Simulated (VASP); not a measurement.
All values below come from PBE GGA, VASP's PBE PAW potentials (set 64) (plane waves; VASP 6.6.1).

Input for VASP

**POSCAR**
```
TiB2
1
    1.5155072911    -2.6249356539     0.0000000000
    1.5155072911     2.6249356539     0.0000000000
    0.0000000000     0.0000000000     3.2281552472
Ti B
1 2
Direct
  0.0000000000   0.0000000000   0.0000000000
  0.3333330000   0.6666670000   0.5000000000
  0.6666670000   0.3333330000   0.5000000000
```

INCAR:
```
SYSTEM = TiB2
PREC = Accurate
ENCUT = 520
EDIFF = 1E-7
NELM = 100
ALGO = Normal
LREAL = .FALSE.
LASPH = .TRUE.
ISMEAR = 1
SIGMA = 0.1
GGA = PE
LMAXMIX = 4
LWAVE = .FALSE.
LCHARG = .FALSE.
ISIF = 4
IBRION = 2
NSW = 30
EDIFFG = -0.01
```

KPOINTS:
```
Automatic mesh
0
Gamma
12 12 10
0 0 0
```

POTCAR, in this order: Ti_sv B (PBE.64 set). Program: vasp_std.

Output

OUTCAR:
```
 ion  position               nearest neighbor table
   1  0.000  0.000  0.000-   2 2.38   3 2.38   2 2.38   3 2.38   3 2.38   3 2.38   2 2.38   2 2.38
                             3 2.38   3 2.38   2 2.38   2 2.38
   2  0.333  0.667  0.500-   3 1.75   3 1.75   3 1.75   1 2.38   1 2.38   1 2.38   1 2.38   1 2.38
                             1 2.38
   3  0.667  0.333  0.500-   2 1.75   2 1.75   2 1.75   1 2.38   1 2.38   1 2.38   1 2.38   1 2.38
                             1 2.38
  LATTYP: Found a hexagonal cell.
 ALAT       =     3.0310146051
 C/A-ratio  =     1.0650411389
 Subroutine PRICEL returns:
 Original cell was already a primitive cell.
 Subroutine GETGRP returns: Found 24 space group operations
The static configuration has the point symmetry D_6h.
The dynamic configuration has the point symmetry D_6h.
 Subroutine INISYM returns: Found 24 space group operations
 Subroutine IBZKPT returns following result:
 Found    114 irreducible k-points:

 Following reciprocal coordinates:
            Coordinates               Weight
  0.000000  0.000000  0.000000      1.000000
  0.083333  0.000000  0.000000      6.000000
  0.166667  0.000000  0.000000      6.000000
  0.250000  0.000000  0.000000      6.000000
...
```

File OSZICAR:
```
       N       E                     dE             d eps       ncg     rms          rms(c)
DAV:   1     0.127088920093E+03    0.12709E+03   -0.93333E+03  2964   0.158E+03
DAV:   2    -0.193660723708E+02   -0.14645E+03   -0.14289E+03  3024   0.395E+02
DAV:   3    -0.292438192006E+02   -0.98777E+01   -0.96767E+01  4360   0.954E+01
DAV:   4    -0.295800912057E+02   -0.33627E+00   -0.33601E+00  3795   0.161E+01
DAV:   5    -0.295892916944E+02   -0.92005E-02   -0.91995E-02  4363   0.243E+00    0.167E+01
DAV:   6    -0.243959523518E+02    0.51933E+01   -0.26608E+01  3967   0.596E+01    0.385E+00
DAV:   7    -0.244278258949E+02   -0.31874E-01   -0.17333E+00  3306   0.156E+01    0.331E+00
DAV:   8    -0.244369673978E+02   -0.91415E-02   -0.16925E-01  4255   0.378E+00    0.759E-01
DAV:   9    -0.244300850623E+02    0.68823E-02   -0.72931E-02  3960   0.361E+00    0.295E-01
DAV:  10    -0.244292771298E+02    0.80793E-03   -0.52598E-03  3742   0.100E+00    0.645E-02
DAV:  11    -0.244292928560E+02   -0.15726E-04   -0.38914E-04  4113   0.258E-01    0.542E-02
DAV:  12    -0.244292720847E+02    0.20771E-04   -0.14189E-04  3829   0.163E-01    0.934E-03
DAV:  13    -0.244292710239E+02    0.10608E-05   -0.10379E-05  3659   0.422E-02    0.240E-03
DAV:  14    -0.244292710779E+02   -0.54028E-07   -0.34185E-07  3385   0.703E-03
   1 F= -.24429271E+02 E0= -.24429045E+02  d E =-.244293E+02
       N       E                     dE             d eps       ncg     rms          rms(c)
DAV:   1    -0.244293734922E+02   -0.10247E-03   -0.41568E-03  3224   0.105E+00    0.649E-02
DAV:   2    -0.244293267653E+02    0.46727E-04   -0.23153E-04  3092   0.160E-01    0.371E-02
DAV:   3    -0.244293053820E+02    0.21383E-04   -0.26129E-05  3429   0.688E-02    0.111E-02
DAV:   4    -0.244293033979E+02    0.19841E-05   -0.48390E-06  3624   0.273E-02    0.165E-03
DAV:   5    -0.244293034010E+02   -0.31714E-08   -0.36999E-07  2867   0.761E-03
   2 F= -.24429303E+02 E0= -.24429072E+02  d E =-.323231E-04
```

### OUTCAR
```
------------------------ aborting loop because EDIFF is reached ----------------------------------------
  FORCE on cell =-STRESS in cart. coord.  units (eV):
  Direction    XX          YY          ZZ          XY          YZ          ZX
  --------------------------------------------------------------------------------------
  Total        0.0080006      0.0080006      0.0074268      0.0000000     -0.0000000     -0.0000000
  in kB        0.4990800      0.4990800      0.4632875      0.0000000     -0.0000000     -0.0000000
  external PRESSURE =       0.4871491 kB  Pullay stress =       0.0000000 kB
  volume of cell :       25.68
      direct lattice vectors                 reciprocal lattice vectors
     1.516148062 -2.626045501 -0.000000000     0.329783095 -0.190400357 -0.000000000
     1.516148062  2.626045501 -0.000000000     0.329783095  0.190400357 -0.000000000
     0.000000000 -0.000000000  3.225427190     0.000000000  0.000000000  0.310036451
 POSITION                                       TOTAL-FORCE (eV/Angst)
 -----------------------------------------------------------------------------------
      1.51615     -2.62605      3.22543        -0.000000     -0.000000      0.000000
      1.51615      0.87535      1.61271         0.000000     -0.000000      0.000000
      1.51615     -0.87535      1.61271         0.000000      0.000000     -0.000000
 -----------------------------------------------------------------------------------
    total drift:                                0.000000     -0.000000     -0.000000
  FREE ENERGIE OF THE ION-ELECTRON SYSTEM (eV)
  ---------------------------------------------------
  free  energy   TOTEN  =       -24.4293034010 eV

  energy  without entropy=      -24.4286099166  energy(sigma->0) =      -24.42907224

 reached required accuracy - stopping structural energy minimisation
```
(Selected blocks of OUTCAR.)

**CONTCAR**
```
TiB2
   1.00000000000000
     1.5161480615949456   -2.6260455010020185   -0.0000000000000000
     1.5161480615949456    2.6260455010020185   -0.0000000000000000
     0.0000000000000000   -0.0000000000000000    3.2254271896760152
  Ti              B
     1     2
Direct
     1.0000000000000000    0.0000000000000000    1.0000000000000000
     0.3333330000000032    0.6666669999999968    0.5000000000000000
     0.6666669999999968    0.3333330000000032    0.5000000000000000
```

File OUTCAR:
```
 val. band max:       10.0033400907   @ k =   0.0833   0.0000   0.3000

 cond. band min:      10.0101774765   @ k =   0.0833   0.0000   0.4000


 Fermi energy:        10.0059759345

 k-point     1 :       0.0000    0.0000    0.0000
  band No.  band energies     occupation
      1     -46.9720      2.00000
      2     -23.3194      2.00000
      3     -23.0124      2.00000
      4     -23.0124      2.00000
      5      -3.5106      2.00000
      6       7.3758      2.00000
      7       7.3758      2.00000
      8       7.6819      2.00000
      9       7.8815      2.00000
     10      11.8737     -0.00000
     11      11.8737     -0.00000
     12      13.6430      0.00000
     13      13.6430      0.00000

 k-point     2 :       0.0833    0.0000    0.0000
  band No.  band energies     occupation
      1     -46.9685      2.00000
      2     -23.3148      2.00000
      3     -23.0399      2.00000
      4     -23.0186      2.00000
      5      -3.3771      2.00000
      6       6.9915      2.00000
      7       7.3518      2.00000
      8       7.5753      2.00000
      9       7.9487      2.00000
     10      11.8344     -0.00000
     11      12.1034      0.00000
     12      13.1268      0.00000
     13      13.2147      0.00000

 k-point     3 :       0.1667    0.0000    0.0000
  band No.  band energies     occupation
      1     -46.9586      2.00000
      2     -23.3023      2.00000
      3     -23.1147      2.00000
      4     -23.0357      2.00000
      5      -2.9843      2.00000
      6       6.0054      2.00000
      7       7.2663      2.00000
      8       7.3353      2.00000
      9       8.0995      2.00000
     10      11.7286     -0.00000
     11      12.3880      0.00000
     12      12.6659      0.00000
     13      12.6908      0.00000

 k-point     4 :       0.2500    0.0000    0.0000
  band No.  band energies     occupation
      1     -46.9452      2.00000
      2     -23.2852      2.00000
      3     -23.2155      2.00000
...
```

The compound is TiB2 in the AlB2 type structure. This run relaxes it. Symmetry was kept, so distortions that lower it aren't found.
